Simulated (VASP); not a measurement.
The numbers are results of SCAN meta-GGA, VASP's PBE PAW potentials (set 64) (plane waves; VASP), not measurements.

VASP input:

**INCAR**
```
! general
SYSTEM   =  NiSb
PREC     =  Accurate
ENCUT    =  520
LREAL    =  .FALSE.
LASPH    =  .TRUE.

! electronic loop
EDIFF    =  1E-7
NELM     =  100
ALGO     =  Normal
LMAXMIX  =  4
LMIXTAU  =  .TRUE.

! smearing
ISMEAR   =  1
SIGMA    =  0.1

! functional
METAGGA  =  SCAN

! ions
IBRION   =  2
NSW      =  30
ISIF     =  4
EDIFFG   =  -0.01

! output
LWAVE    =  .FALSE.
LCHARG   =  .FALSE.
```

File KPOINTS:
```
Regular mesh
0
G
9 9 6
```

**POSCAR**
```
NiSb
1
    1.9533408514    -3.3832857593     0.0000000000
    1.9533408514     3.3832857593     0.0000000000
    0.0000000000     0.0000000000     5.0958550554
Ni Sb
2 2
Direct
  0.0000000000   0.0000000000   0.5000000000
  0.0000000000   0.0000000000   0.0000000000
  0.3333330000   0.6666670000   0.2500000000
  0.6666670000   0.3333330000   0.7500000000
```

POTCAR, in this order: Ni Sb (PBE.64 set). Program: vasp_std.

The run wrote:

**OUTCAR**
```
 ion  position               nearest neighbor table
   1  0.000  0.000  0.500-   2 2.55   2 2.55   4 2.59   3 2.59   4 2.59   3 2.59   4 2.59   3 2.59
  LATTYP: Found a hexagonal cell.
 ALAT       =     3.9066818415
 C/A-ratio  =     1.3043946915
 Subroutine PRICEL returns:
 Original cell was already a primitive cell.
 Subroutine GETGRP returns: Found 24 space group operations
The static configuration has the point symmetry D_3d.
 The point group associated with its full space group is D_6h.
The dynamic configuration has the point symmetry D_3d.
 Subroutine INISYM returns: Found 24 space group operations
 Subroutine IBZKPT returns following result:
 Found     48 irreducible k-points:

 Following reciprocal coordinates:
            Coordinates               Weight
  0.000000  0.000000  0.000000      1.000000
  0.111111  0.000000  0.000000      6.000000
  0.222222  0.000000  0.000000      6.000000
  0.333333 -0.000000  0.000000      6.000000
  0.444444  0.000000  0.000000      6.000000
  0.111111  0.111111  0.000000      6.000000
  0.222222  0.111111  0.000000     12.000000
  0.333333  0.111111  0.000000     12.000000
  0.444444  0.111111  0.000000      6.000000
  0.222222  0.222222  0.000000      6.000000
  0.333333  0.222222  0.000000     12.000000
  0.333333  0.333333  0.000000      2.000000
  0.000000  0.000000  0.166667      2.000000
  0.111111  0.000000  0.166667     12.000000
  0.222222  0.000000  0.166667     12.000000
  0.333333 -0.000000  0.166667     12.000000
  0.444444  0.000000  0.166667     12.000000
  0.111111  0.111111  0.166667     12.000000
  0.222222  0.111111  0.166667     24.000000
  0.333333  0.111111  0.166667     24.000000
  0.444444  0.111111  0.166667     12.000000
  0.222222  0.222222  0.166667     12.000000
  0.333333  0.222222  0.166667     24.000000
...
```

File OSZICAR:
```
       N       E                     dE             d eps       ncg     rms          rms(c)
DAV:   1     0.873980633119E+02    0.87398E+02   -0.13205E+04  1824   0.170E+03
DAV:   2    -0.102423978877E+03   -0.18982E+03   -0.18483E+03  1836   0.332E+02
DAV:   3    -0.112019556373E+03   -0.95956E+01   -0.92787E+01  2106   0.937E+01
DAV:   4    -0.112276399791E+03   -0.25684E+00   -0.25595E+00  2015   0.144E+01
DAV:   5    -0.112284720824E+03   -0.83210E-02   -0.83181E-02  2309   0.271E+00    0.130E+01
DAV:   6    -0.111859061996E+03    0.42566E+00   -0.39828E+01  1960   0.120E+02    0.178E+01
DAV:   7    -0.108579283196E+03    0.32798E+01   -0.13728E+01  1968   0.774E+01    0.339E+00
DAV:   8    -0.108058450970E+03    0.52083E+00   -0.29757E+00  2408   0.187E+01    0.338E+00
DAV:   9    -0.107961646779E+03    0.96804E-01   -0.39245E-01  2447   0.103E+01    0.927E-01
DAV:  10    -0.107986552961E+03   -0.24906E-01   -0.16818E-01  1885   0.424E+00    0.453E-01
DAV:  11    -0.107990973143E+03   -0.44202E-02   -0.14562E-02  1908   0.131E+00    0.337E-01
DAV:  12    -0.107995186664E+03   -0.42135E-02   -0.66858E-02  1917   0.324E+00    0.193E-01
DAV:  13    -0.107991828495E+03    0.33582E-02   -0.10404E-02  1856   0.133E+00    0.587E-02
DAV:  14    -0.107991795508E+03    0.32987E-04   -0.82361E-04  1967   0.283E-01    0.291E-02
DAV:  15    -0.107991765267E+03    0.30241E-04   -0.12914E-04  1907   0.127E-01    0.204E-02
DAV:  16    -0.107991704787E+03    0.60480E-04   -0.17264E-04  1916   0.169E-01    0.662E-03
DAV:  17    -0.107991705040E+03   -0.25384E-06   -0.14835E-05  1908   0.485E-02    0.312E-03
DAV:  18    -0.107991704926E+03    0.11399E-06   -0.71964E-07  1999   0.964E-03    0.172E-03
DAV:  19    -0.107991708300E+03   -0.33736E-05   -0.42316E-06  1863   0.245E-02    0.965E-04
DAV:  20    -0.107991707812E+03    0.48758E-06   -0.11605E-06  1857   0.137E-02    0.810E-04
DAV:  21    -0.107991706236E+03    0.15767E-05   -0.11946E-07  1056   0.520E-03    0.268E-04
DAV:  22    -0.107991706175E+03    0.60450E-07   -0.96830E-08  1008   0.396E-03
   1 F= -.10799171E+03 E0= -.10799187E+03  d E =-.107992E+03
```

File OUTCAR:
```
------------------------ aborting loop because EDIFF is reached ----------------------------------------
  FORCE on cell =-STRESS in cart. coord.  units (eV):
  Direction    XX          YY          ZZ          XY          YZ          ZX
  --------------------------------------------------------------------------------------
  Total       -0.0747681     -0.0747681     -0.0280259      0.0000000     -0.0000000      0.0000000
  in kB       -1.7785372     -1.7785373     -0.6666625      0.0000000     -0.0000000      0.0000000
  external PRESSURE =      -1.4079123 kB  Pullay stress =       0.0000000 kB
  volume of cell :       67.35
      direct lattice vectors                 reciprocal lattice vectors
     1.953340851 -3.383285759  0.000000000     0.255971711 -0.147785329  0.000000000
     1.953340851  3.383285759  0.000000000     0.255971711  0.147785329  0.000000000
     0.000000000  0.000000000  5.095855055     0.000000000  0.000000000  0.196237921
 POSITION                                       TOTAL-FORCE (eV/Angst)
 -----------------------------------------------------------------------------------
      0.00000      0.00000      2.54793        -0.000000     -0.000000      0.000000
      0.00000      0.00000      0.00000         0.000000     -0.000000      0.000000
      1.95334      1.12776      1.27396        -0.000000      0.000000      0.000000
      1.95334     -1.12776      3.82189         0.000000      0.000000     -0.000000
 -----------------------------------------------------------------------------------
    total drift:                               -0.000000      0.000000      0.000000
  FREE ENERGIE OF THE ION-ELECTRON SYSTEM (eV)
  ---------------------------------------------------
  free  energy   TOTEN  =      -107.9917061753 eV

  energy  without entropy=     -107.9922112976  energy(sigma->0) =     -107.99187455

 reached required accuracy - stopping structural energy minimisation
```
(Selected blocks of OUTCAR.)

File OUTCAR:
```
 val. band max:       10.0632591499   @ k =   0.4444   0.1111   0.0000

 cond. band min:      10.0910730415   @ k =   0.1111   0.1111   0.5000


 Fermi energy:        10.0738414620

 k-point     1 :       0.0000    0.0000    0.0000
  band No.  band energies     occupation
      1      -3.7163      2.00000
      2       1.2749      2.00000
      3       3.2716      2.00000
      4       5.8901      2.00000
      5       5.8902      2.00000
      6       6.6596      2.00000
      7       7.2398      2.00000
      8       7.2399      2.00000
      9       7.7886      2.00000
     10       7.7889      2.00000
     11       8.6258      2.00000
     12       8.6258      2.00000
     13       9.9714      2.05494
     14      10.7094     -0.00000
     15      10.7094     -0.00000
     16      12.6425      0.00000
     17      12.6426      0.00000
     18      13.6399      0.00000
     19      14.3974      0.00000

 k-point     2 :       0.1111    0.0000    0.0000
  band No.  band energies     occupation
      1      -3.5503      2.00000
      2       1.2620      2.00000
      3       3.4582      2.00000
      4       5.8348      2.00000
      5       5.9275      2.00000
      6       6.5991      2.00000
      7       7.1358      2.00000
      8       7.1729      2.00000
      9       7.6935      2.00000
     10       7.8210      2.00000
     11       8.6113      2.00000
     12       8.6259      2.00000
     13       9.5956      2.00000
     14       9.9183      2.05029
     15      10.1318      0.17856
     16      12.0553     -0.00000
     17      13.1673      0.00000
     18      14.0961      0.00000
     19      14.8845      0.00000

 k-point     3 :       0.2222    0.0000    0.0000
  band No.  band energies     occupation
      1      -3.0605      2.00000
      2       1.1642      2.00000
      3       4.0054      2.00000
      4       5.4395      2.00000
      5       6.0350      2.00000
      6       6.3752      2.00000
      7       6.9458      2.00000
...
```

Unless said otherwise, spin-orbit coupling is left out, though it shifts the bands of the heavy elements here.

The compound is NiSb in the NiAs type structure. It was relaxed first. The run is not spin-polarised, so no magnetic state was tried.
